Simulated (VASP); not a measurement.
```
NaCl
1.0
    0.00000     2.87640     2.87640
    2.87640     0.00000     2.87640
    2.87640     2.87640     0.00000
Na Cl
1 1
Direct
  0.00000   0.00000   0.00000
  0.50000   0.50000   0.50000
```

The base run (VASP): PBE GGA, plane waves, VASP's PBE PAW potentials (set 64). Settings: 400 eV cut-off, 7×7×7 Γ-centred mesh, Gaussian smearing of 0.050 eV, potentials Na_pv Cl.

One setting is varied; ΔE counts from the base run. The base run took about 5 core-seconds. Costs are core time on shared hosts, one run each; read them as rough ratios.

Pressures at a finite cut-off, here 400 eV, hold a Pulay part, which wasn't tested here.

```tsv
setting	cost over the base run	electronic steps	ΔE (meV/atom)	pressure (GPa)
PREC = Low	within a factor of 2	12	-7.5	-0.55
PREC = Normal	within a factor of 2	12	-0.1	-0.85
PREC = Single	within a factor of 2	12	-0.4	-0.86
LASPH = .FALSE.	within a factor of 2	12	0.0	-0.84
base run	reference	12	0.0	-0.84
ADDGRID = .TRUE.	within a factor of 2	12	0.0	-0.84
LREAL = Auto	within a factor of 2	12	-0.2	-0.84
```

Left out are runs that failed, have no time on record or changed the cell.

The compound is NaCl in the rock salt structure. The cell was not relaxed at this level.
